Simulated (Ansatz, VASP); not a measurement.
# Cross-check of TiC between VASP and Ansatz

One calculation is typed for both programs; each brings its own data sets. How far apart do they land? The cell is taken from a series of runs on this material, whose earlier steps may have relaxed, scaled, displaced or heated it; both programs get it as it stands.

Calculated with Ansatz 0.2.0; plane waves, with VASP 6.6.1 beside it; zone-centre phonons at PBEsol.

### Step 1. Set-up

The structure is tetragonal, space group I4/mmm (No. 139). The conventional cell has a = 2.944 Å, b = 2.944 Å, c = 4.354 Å, α = 90.00°, β = 90.00°, γ = 90.00°. Nearest to C lie 6 Ti at 2.08 to 2.18 Å. Nearest to Ti lie 6 C at 2.08 to 2.18 Å. Farther neighbours are not listed.

### Step 2. Ansatz: zone-centre phonons, PBEsol, pair 1

Ansatz runs on its PAW soft_1 files.

Second derivatives magnify differences that forces hide, and they need a tight electronic threshold.

input.yaml reads:

```yaml
crystal:
  lattice:
    - [0.0, 2.0820500175, 2.1770505655]
    - [2.0820500175, 0.0, 2.1770505655]
    - [2.0820500175, 2.0820500175, 0.0]
  atoms:
    - { symbol: C, position: [0.5, 0.5, 0.5] }
    - { symbol: Ti, position: [0.0, 0.0, 0.0] }
kpoints:
  mp_grid: { grid: [16, 16, 16] }
hamiltonian:
  xc: pbesol
  pseudopotentials: { kind: paw, azcp: { folder: soft_1 }, xc_functional: pbe }
scf:
  occupations: { method: methfessel_paxton, width: 0.2 }
output:
  eigenvalues: true
phonons:
  method: dfpt
```

Run with:

```
$ ansatz run input.yaml --threads 4 --pin off --max-ram 10240MiB --backend cpu --events-out ev --progress --plain --runs-dir out
```

Numbers of over 12 decimals in the logs are rounded to 6 here.

The log of the run:

```text
zone centre: on kpoints.mp_grid the ground state, and the responses unless they are solved on pairs of k-points, stand on 621 of the mesh's 4096 k-points, reduced under 8 symmetry operations, with k and −k counted as one. Each operation leaves every solved displacement unchanged or reverses it
Engine: ansatz 0.2.0, x86_64-unknown-linux-gnu
Pseudopotentials: kind: paw
Pseudopotential: C, paw, valence charge 4, recommended cutoff 420 eV (normal), soft_1/C.paw.azcp
Pseudopotential: Ti, paw, valence charge 12, recommended cutoff 420 eV (normal), soft_1/Ti.paw.azcp
Functional definition: PBEsol
  exchange = pbesol_x
  correlation = pbesol_c
Crystal: 2 atoms, lattice volume = 18.875 Å³
Basis set: ecut = 420 eV, 347 PW (Γ), exchange–correlation on 48×48×48 points (8 copies of the dense FFT grid, shifted against one another)
Bands: 12, of which v1, the nominal top of the filled ones, is band 8 counted from 1 (7 counted from 0)
Symmetry: 16 space group operations
k-points: 621 of 4096 (irreducible under 8 space group operations)
Non-local potential: C, projectors of the file, l = 0: 2, l = 1: 2, l = 2: 1
Non-local potential: Ti, projectors of the file, l = 0: 3, l = 1: 2, l = 2: 3, l = 3: 1
PAW form: soft (Blöchl's): semilocal exchange-correlation on the pseudo side does not see the compensation charge
PAW frozen core: C, regenerated for the run's functional, and the local potential with it (the file was generated under x = pbe(κ = 0.804, μ = 0.219515), c = pbe(β = 0.066725))
PAW frozen core: Ti, regenerated for the run's functional, and the local potential with it (the file was generated under x = pbe(κ = 0.804, μ = 0.219515), c = pbe(β = 0.066725))
PAW one-centre angular grid: C, 110 points (default); XC on 64 Gauss nodes
PAW one-centre angular grid: Ti, 590 points (default); XC on 64 Gauss nodes
Initial density: superposition of atomic densities (chi_scale 0.1, normalization cell, long waves kept (reshape's long-wave potential 0.00 eV rms))
Initial wavefunctions: pseudopotential atomic-orbital guess
Functional: x = pbesol(κ = 0.804, μ = 0.123457), c = pbesol(β = 0.046)
SCF iter   1: F=—  HF=-2723.379018 eV  |F-HF|=—  |Δ(HF+E_count)|=         —  Δρ=1.44e-1  dr2=4.92e0  ethr=3.10e-3  ⟨swp⟩=4.3  Hψ=35931  notcnv=0
preconditioner: auto → none  [metal: Δε(μ)=0.022 eV  Ē_g=20.623 eV  σ=0.200 eV  W_gap=0.09  n_scr=8 (ndim 8)  ℏωp=32.0 eV  f_vac=0.000  D(μ)=0.19/eV (n_scr^D=0)  sad-step TF]
SCF iter   2: F=—  HF=-2722.869769 eV  |F-HF|=—  |Δ(HF+E_count)|=   5.09e-1  S|Δr|=    0.00e0  Δρ=1.01e-1  dr2=2.49e0  ethr=3.10e-3  ⟨swp⟩=2.0  Hψ=14751  notcnv=0
SCF iter   3: F=—  HF=-2722.351072 eV  |F-HF|=—  |Δ(HF+E_count)|=   5.19e-1  S|Δr|=    0.00e0  Δρ=8.72e-3  dr2=7.90e-3  ethr=3.10e-3  ⟨swp⟩=2.7  Hψ=14861  notcnv=0
SCF iter   4: F=—  HF=-2722.347831 eV  |F-HF|=—  |Δ(HF+E_count)|=   3.24e-3  S|Δr|=    0.00e0  Δρ=1.45e-3  dr2=1.30e-4  ethr=4.94e-5  ⟨swp⟩=2.0  Hψ=17806  notcnv=0
SCF iter   5: F=—  HF=-2722.348052 eV  |F-HF|=—  |Δ(HF+E_count)|=   2.20e-4  S|Δr|=    0.00e0  Δρ=3.53e-4  dr2=1.61e-5  ethr=8.13e-7  ⟨swp⟩=2.0  Hψ=9933  notcnv=0
SCF iter   6: F=—  HF=-2722.348051 eV  |F-HF|=—  |Δ(HF+E_count)|=   9.84e-7  S|Δr|=    0.00e0  Δρ=2.65e-5  dr2=9.89e-8  ethr=1.01e-7  ⟨swp⟩=2.2  Hψ=11994  notcnv=0
SCF iter   7: F=—  HF=-2722.348051 eV  |F-HF|=—  |Δ(HF+E_count)|=   1.06e-7  S|Δr|=    0.00e0  Δρ=3.04e-6  dr2=1.24e-9  ethr=6.18e-10  ⟨swp⟩=2.9  Hψ=12298  notcnv=0
SCF iter   8: F=—  HF=-2722.348051 eV  |F-HF|=—  |Δ(HF+E_count)|=  3.65e-10  S|Δr|=    0.00e0  Δρ=5.64e-7  dr2=5.35e-11  ethr=7.72e-12  ⟨swp⟩=2.9  Hψ=12710  notcnv=0
SCF iter   9: F=-2722.348051 eV  HF=-2722.348051 eV  |F-HF|=9.09e-13  |Δ(HF+E_count)|=  2.05e-11  S|Δr|=    0.00e0  Δρ=6.30e-8  dr2=7.78e-13  ethr=1.00e-12  ⟨swp⟩=5.0  Hψ=26850  notcnv=0
the search or the solves at the SCF's close seem to have found levels that the self-consistency loop had missed (the run counts 1). By its estimate they hold under 1e-12 electrons; where the run keeps them, the occupations were computed again with them
SCF 1 converged in 9 iterations: F = -2722.348051 eV  dr2 = 7.78e-13
  greatest PAW one-centre occupation: 0.998 electrons in one spin orbital (limit 2), on the Ti atom at site 1 (counted from 0), in its partial waves of l = 0
DFPT response loops at Γ: preconditioner auto → Kerker (q_TF=auto, 2.654 Å⁻¹) (partly filled bands, converged f_vac=0.000); β = 1.00, the filter's whole step (`scf.mixing.beta` (0.50) is not read by the response loops under this deck's `scf.mixing.preconditioner`; to damp them name `kerker` or `kerker_dos`, under which they read `scf.mixing.beta`, and type it under 1.00, their step now; both keys bind the ground state too); Broyden in place of MSR1
SCF converged after 9 iterations
Stability not checked: this state was not tested for a lower state beside it, because cold or Methfessel-Paxton smearing, or corrected tetrahedra, fill the levels in a way that the test cannot read (fill_not_monotonic; see scf.lower_state_search)
Free energy (F): -2722.348051 eV
Harris-Foulkes:  -2722.348051 eV  (|F-HF|=9.09e-13)
Internal energy: -2722.348271 eV  (E = F + TS)
E sigma→0 (E₀):  -2722.348106 eV
Entropy (-TS):   0.000221 eV (0.110 meV/atom)
Fermi energy:    15.801722 eV
Step filling:    the computed levels leave a gap of 0.0000 eV = 0.0 smearing widths at the electron count; against every level under it full and every level over it empty, smearing changes F+E_penalty+E_count by +0.194 meV and its σ→0 estimate by +0.138 meV
--- Per-component energies (eV) ---
  E_band       = -91.284745
  E_kinetic    = 370.391808
  E_local      = -786.846770  (includes V_loc(G=0)·N_el)
  E_nonlocal   = 85.153039
  E_hartree    = 313.440013
  E_xc         = -164.681292
  E_vxc        = -206.444379  (∫ρ·V_xc dr)
  E_paw        = -1112.754133  (= ΣΔE_a)
  E_vpaw       = -180.418431  (= ΣTr[D̂ρ^β])
  E_aug_tail   = -0.000068  (compensation charges beyond the density's cutoff)
  E_ewald      = -1427.211354
  E_core_change = 0.160485  (= ΣΔE_core)
  E_smearing   = 0.000221  (= −TS)
  E_closure    = -0.000000  (closes the sum)
  Σ components = -2722.348051   (vs F -2722.348051, Δ=0.00e0)
--- Band table (eV; the first three rows and the last of 621) ---
  k-point 0: bands = [... 4 lower, 3.1068, 16.2524, 16.6329, 16.6329, 17.4694, 17.4769, 17.6844, 17.6844]
  k-point 1: bands = [... 4 lower, 3.2050, 15.9702, 16.1840, 16.4432, 16.8467, 16.9810, 17.8852, 18.5730]
  k-point 2: bands = [... 4 lower, 3.4929, 15.0899, 15.3618, 15.5961, 16.9279, 17.0510, 18.2567, 19.7050]
  k-point 620: bands = [... 4 lower, 5.3779, 11.9869, 13.9523, 16.0922, 16.0922, 18.8336, 19.7011, 19.7011]
--- Phonons (Γ-DFPT): 4 representative perturbations + reference, on 621 of 4096 k-points (Σ response iterations 12) ---
  k mesh reduced under 8 symmetry operations, with k and −k counted as one. Each operation leaves every solved displacement unchanged or reverses it
  ASR residual: 2.728e-5 → 0.000e0 eV/Å²; symmetrization residual: 1.124e-6 eV/Å²
  ASR residual per site (eV/Å²): 1.29e-5 2.73e-5
  Γ frequencies (cm⁻¹): 0.00 0.00 0.00 514.95 629.47 629.47
  non-analytic LO–TO correction: not included (Born effective charges unavailable; polar crystals: no LO–TO splitting at Γ)
```

Reading the cycles: dr2 is the Hartree energy of the density residual (eV), the measure of convergence; HF is the Harris–Foulkes estimate of the energy, which meets the free energy F at convergence.

(Continued in part 2 of 3.)

[Lines on the potential files, build, host, timing and source positions are cut from VASP's logs without a mark.]

[Logs are printed without paths, hosts, clocks, repeated set-up lines and the standing remarks that a program may print on its own settings, such as how far it seeks lower states.]

[Hosts, paths, dates, database ids (printed as entryN), source tags and the programs' standing remarks are cut or masked in the printed files.]
